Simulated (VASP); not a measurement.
These are PBEsol GGA, VASP's PBE PAW potentials (set 64) (plane waves; VASP) values and carry that method's errors.

A VASP calculation is set up with these files.

INCAR:
```
# general
SYSTEM  = NiO
PREC    = Accurate
ENCUT   = 620
LREAL   = .FALSE.   # projection in real space or not
LASPH   = .TRUE.

# electronic loop
EDIFF   = 1E-6   # SCF stop (eV)
NELM    = 100
ALGO    = Normal   # blocked Davidson
LMAXMIX = 4   # l cut-off of mixed one-centre charges

# smearing
ISMEAR  = 0   # Gaussian
SIGMA   = 0.05

# functional
GGA     = PS   # PBEsol

# spin
ISPIN   = 2   # spin-polarised
MAGMOM  = 1.3 -1.3 2*0.0

# ions
IBRION  = 2
NSW     = 40
ISIF    = 3
EDIFFG  = -0.02   # ionic stop
PSTRESS = 450   # kbar

# output
LWAVE   = .FALSE.
LCHARG  = .FALSE.
LORBIT  = 10
```

KPOINTS:
```
Automatic mesh
0
gamma
9 9 9
```

**POSCAR**
```
NiO
1.0
  3.9161064097   1.9473793131   1.9473793131
  1.9473793131   3.9161064097   1.9473793131
  1.9473793131   1.9473793131   3.9161064097
Ni O
2 2
direct
  0.0000000000   0.0000000000   0.0000000000
  0.5000000000   0.5000000000   0.5000000000
  0.2500000000   0.2500000000   0.2500000000
  0.7500000000   0.7500000000   0.7500000000
```

POTCAR, in this order: Ni O (PBE.64 set). Program: vasp_std.

The resulting files:

OUTCAR:
```
 ion  position               nearest neighbor table
   1  0.000  0.000  0.000-   4 1.96   3 1.96   4 1.96   4 1.96   3 1.96   3 1.96   2 2.77   2 2.77
                             2 2.77   2 2.77   2 2.77   2 2.77
   2  0.500  0.500  0.500-   3 1.96   4 1.96   3 1.96   3 1.96   4 1.96   4 1.96   1 2.77   1 2.77
                             1 2.77   1 2.77   1 2.77   1 2.77
   3  0.250  0.250  0.250-   1 1.96   2 1.96   1 1.96   1 1.96   2 1.96   2 1.96
   4  0.750  0.750  0.750-   2 1.96   1 1.96   2 1.96   2 1.96   1 1.96   1 1.96
  LATTYP: Found a trigonal (rhomboedric) cell.
 ALAT       =     4.7875319101
 COS(alpha) =     0.8308984166
 Subroutine PRICEL returns following result:
  LATTYP: Found a trigonal (rhomboedric) cell.
 ALAT       =     2.7691259701
 COS(alpha) =     0.4945413743
 Subroutine GETGRP returns: Found 12 space group operations
The static configuration has the point symmetry D_3d.
The dynamic configuration has the point symmetry D_3d.
The overall configuration has the point symmetry D_3d.
 Subroutine INISYM returns: Found 12 space group operations
 Subroutine IBZKPT returns following result:
 Found     85 irreducible k-points:

 Following reciprocal coordinates:
            Coordinates               Weight
  0.000000  0.000000  0.000000      1.000000
  0.111111  0.000000  0.000000      6.000000
  0.222222  0.000000  0.000000      6.000000
  0.333333 -0.000000 -0.000000      6.000000
  0.444444  0.000000  0.000000      6.000000
  0.111111  0.111111  0.000000      6.000000
  0.222222  0.111111  0.000000     12.000000
  0.333333  0.111111  0.000000     12.000000
  0.444444  0.111111  0.000000     12.000000
 -0.444444  0.111111  0.000000     12.000000
 -0.333333  0.111111  0.000000     12.000000
 -0.222222  0.111111  0.000000     12.000000
 -0.111111  0.111111  0.000000      6.000000
  0.222222  0.222222  0.000000      6.000000
  0.333333  0.222222  0.000000     12.000000
  0.444444  0.222222  0.000000     12.000000
 -0.444444  0.222222 -0.000000     12.000000
 -0.333333  0.222222  0.000000     12.000000
 -0.222222  0.222222  0.000000      6.000000
  0.333333  0.333333  0.000000      6.000000
  0.444444  0.333333 -0.000000     12.000000
 -0.444444  0.333333  0.000000     12.000000
 -0.333333  0.333333  0.000000      6.000000
  0.444444  0.444444  0.000000      6.000000
 -0.444444  0.444444  0.000000      6.000000
  0.111111  0.111111  0.111111      2.000000
  0.222222  0.111111  0.111111      6.000000
  0.333333  0.111111  0.111111      6.000000
  0.444444  0.111111  0.111111      6.000000
 -0.444444  0.111111  0.111111      6.000000
 -0.333333  0.111111  0.111111      6.000000
 -0.222222  0.111111  0.111111      6.000000
 -0.111111  0.111111  0.111111      6.000000
  0.222222  0.222222  0.111111      6.000000
  0.333333  0.222222  0.111111     12.000000
  0.444444  0.222222  0.111111     12.000000
 -0.444444  0.222222  0.111111     12.000000
 -0.333333  0.222222  0.111111     12.000000
 -0.222222  0.222222  0.111111     12.000000
 -0.111111  0.222222  0.111111     12.000000
   k-points           NKPTS =     85   k-points in BZ     NKDIM =     85   number of bands    NBANDS=     20
   number of dos      NEDOS =    301   number of ions     NIONS =      4
   total plane-waves  NPLWV =  64000
   dimension x,y,z NGX =    40 NGY =   40 NGZ =   40
   dimension x,y,z NGXF=    80 NGYF=   80 NGZF=   80
   ions per type =               2   2
   PREC   = accura    normal or accurate (medium, high low for compatibility)
   ISTART =      0    job   : 0-new  1-cont  2-samecut
   ICHARG =      2    charge: 1-file 2-atom 10-const
   ISPIN  =      2    spin polarized calculation?
   LNONCOLLINEAR =      F non collinear calculations
...
```

OSZICAR:
```
       N       E                     dE             d eps       ncg     rms          rms(c)
DAV:   1     0.269708684546E+03    0.26971E+03   -0.17922E+04  7112   0.253E+03
DAV:   2     0.108060911126E+01   -0.26863E+03   -0.25181E+03  6976   0.446E+02
DAV:   3    -0.276706903948E+02   -0.28751E+02   -0.27346E+02  7808   0.166E+02
DAV:   4    -0.285122103319E+02   -0.84152E+00   -0.83759E+00  7560   0.296E+01
DAV:   5    -0.285354995740E+02   -0.23289E-01   -0.23280E-01  8264   0.465E+00    0.261E+01
DAV:   6    -0.255604613544E+02    0.29750E+01   -0.32864E+01 10128   0.105E+02    0.215E+01
DAV:   7    -0.247073776634E+02    0.85308E+00   -0.59839E+00  8872   0.669E+01    0.121E+01
DAV:   8    -0.247867952451E+02   -0.79418E-01   -0.12569E+00  7648   0.987E+00    0.719E+00
DAV:   9    -0.247219850774E+02    0.64810E-01   -0.87068E-02 11100   0.868E+00    0.905E-01
DAV:  10    -0.247266949938E+02   -0.47099E-02   -0.48049E-02  9956   0.255E+00    0.377E-01
DAV:  11    -0.247272227603E+02   -0.52777E-03   -0.21604E-03  8504   0.148E+00    0.973E-02
DAV:  12    -0.247273222641E+02   -0.99504E-04   -0.61156E-04  9020   0.298E-01    0.484E-02
DAV:  13    -0.247273147953E+02    0.74688E-05   -0.51771E-05 10416   0.126E-01    0.175E-02
DAV:  14    -0.247273154271E+02   -0.63175E-06   -0.11180E-05  8568   0.513E-02    0.148E-02
DAV:  15    -0.247273152733E+02    0.15378E-06   -0.89585E-07  3736   0.304E-02
   1 F= -.16224317E+02 E0= -.16224317E+02  d E =-.162243E+02  mag=    -0.0000
```

OUTCAR:
```
------------------------ aborting loop because EDIFF is reached ----------------------------------------
  FORCE on cell =-STRESS in cart. coord.  units (eV):
  Direction    XX          YY          ZZ          XY          YZ          ZX
  --------------------------------------------------------------------------------------
  Total        8.4387688      8.4387688      8.4387688     -0.0743897     -0.0743897     -0.0743897
  in kB      446.6008011    446.6008011    446.6008011     -3.9368885     -3.9368885     -3.9368885
  external PRESSURE =      -3.3991989 kB  Pullay stress =     450.0000000 kB
  volume of cell :       30.27
      direct lattice vectors                 reciprocal lattice vectors
     3.916106410  1.947379313  1.947379313     0.381303876 -0.126638541 -0.126638541
     1.947379313  3.916106410  1.947379313    -0.126638541  0.381303876 -0.126638541
     1.947379313  1.947379313  3.916106410    -0.126638541 -0.126638541  0.381303876
 POSITION                                       TOTAL-FORCE (eV/Angst)
 -----------------------------------------------------------------------------------
      0.00000      0.00000      0.00000         0.000000      0.000000      0.000000
      3.90543      3.90543      3.90543         0.000000      0.000000      0.000000
      1.95272      1.95272      1.95272        -0.000000      0.000000     -0.000000
      5.85815      5.85815      5.85815         0.000000     -0.000000     -0.000000
 -----------------------------------------------------------------------------------
    total drift:                                0.000000     -0.000000     -0.000000
  FREE ENERGIE OF THE ION-ELECTRON SYSTEM (eV)
  ---------------------------------------------------
  free  energy   TOTEN  =       -24.7273152733 eV

  energy  without entropy=      -24.7273152733  energy(sigma->0) =      -24.72731527
  enthalpy is  TOTEN    =       -16.2243167712 eV   P V=        8.5029985021

 total charge

# of ion       s       p       d       tot
------------------------------------------
    1        0.407   0.582   8.453   9.442
    2        0.407   0.582   8.453   9.442
    3        1.557   3.491   0.000   5.048
    4        1.557   3.491   0.000   5.048
--------------------------------------------------
tot          3.927   8.146  16.906  28.980

 magnetization (x)

# of ion       s       p       d       tot
------------------------------------------
    1       -0.013  -0.019   1.180   1.147
    2        0.013   0.019  -1.180  -1.147
    3        0.000   0.000   0.000   0.000
    4        0.000   0.000   0.000   0.000
--------------------------------------------------
tot         -0.000   0.000   0.000  -0.000

 reached required accuracy - stopping structural energy minimisation
```
(Selected blocks of OUTCAR.)

The compound is NiO in the rock salt, AFM-II order structure. It was relaxed first under an external pressure of 45 GPa.
